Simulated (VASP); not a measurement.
**Fe: relaxation of cell and atoms with LDA**

Fe:

```xyz
1
Lattice="-1.4430 1.4430 1.4430 1.4430 -1.4430 1.4430 1.4430 1.4430 -1.4430" Properties=species:S:1:pos:R:3 pbc="T T T"
Fe    0.0000    0.0000    0.0000
```

```
Program                : VASP 6.6.1
Task                   : relaxation of cell and atoms
Functional             : LDA
Potentials or basis    : VASP PAW LDA potentials, release 64 (Fe)
Cutoff                 : 600 eV
k mesh                 : 18 × 18 × 18
Occupations            : methfessel-paxton, width 0.1 eV
Spin                   : collinear spin, ferromagnetic start
Starting moments       : [4.0] μB
Further INCAR settings : ALGO = Normal; EDIFF = 1e-06; AMIX = 0.2; BMIX = 0.0001; IBRION = 2; EDIFFG = -0.01; NSW = 90; ISIF = 3
```

```json
{"Relaxed volume": "10.36 Å³/atom", "Relaxed cell": "a = 2.378 Å, b = 2.378 Å, c = 2.378 Å, α = 109.47°, β = 109.47°, γ = 109.47°", "Space group after relaxing (to 0.05 Å)": "Im-3m (No. 229)", "Energy gained by relaxing": "155.6 meV/atom", "Ionic steps": "7", "Pressure after relaxing": "0.0 GPa", "Band gap on the k mesh": "none (metal or under the smearing width)", "Net moment": "1.95 μB per cell", "Site moments": "Fe +1.92 μB", "Valence electrons inside the program's atomic spheres": "Fe 7.49"}
```

The path:
| step | energy change (eV) | largest force (eV/Å) | pressure (GPa) | volume (Å³) |
| --- | --- | --- | --- | --- |
| 1 | 0.0000 | 0.0000 | -26.56 | 12.02 |
| 2 | 0.0693 | 0.0000 | 56.51 | 8.88 |
| 3 | -0.1554 | 0.0000 | -1.35 | 10.41 |
| 4 | -0.1556 | 0.0000 | -0.48 | 10.37 |
| 5 | -0.1556 | 0.0000 | 0.32 | 10.34 |
| 6 | -0.1556 | 0.0000 | -0.17 | 10.37 |
| 7 | -0.1556 | 0.0000 | -0.05 | 10.36 |

Final structure:
```
Fe
1.0
    -1.37319    1.37319    1.37319
     1.37319   -1.37319    1.37319
     1.37319    1.37319   -1.37319
Fe
1
Direct
  0.00000 0.00000 0.00000
```

Levels at points of the mesh, in eV from the Fermi level:
Spin up:
```
           k point  band 1  band 2  band 3  band 4  band 5  band 6  band 7  band 8  band 9  band 10
(0.00, 0.00, 0.00)   -9.13   -2.52   -2.52   -2.52   -0.96   -0.96   25.71   25.71   25.71    31.48
(0.50, 0.00, 0.00)   -5.51   -3.79   -0.92   -0.73    0.35    0.62    8.18   18.97   21.49    24.74
(0.50, 0.50, 0.50)   -5.41   -5.41    0.31    0.31    0.31   10.42   10.42   10.42   16.62    16.62
```
Spin down:
| k point | band 1 | band 2 | band 3 | band 4 | band 5 | band 6 |
| --- | --- | --- | --- | --- | --- | --- |
| (0.00, 0.00, 0.00) | -8.75 | -0.94 | -0.94 | -0.94 | 1.13 | 1.13 |
| (0.50, 0.00, 0.00) | -4.39 | -2.36 | 0.73 | 1.05 | 1.42 | 2.46 |
| (0.50, 0.50, 0.50) | -3.98 | -3.98 | 2.11 | 2.11 | 2.11 | 10.87 |

It took 73 s on 1 thread of Intel(R) Xeon(R) 6975P-C (Granite Rapids), on a shared host, peak memory 0.17 GiB.

Caveat: the volume moved by -14 % from the deposited cell, more than functionals usually miss. Zero-point motion and thermal expansion aren't in these numbers.
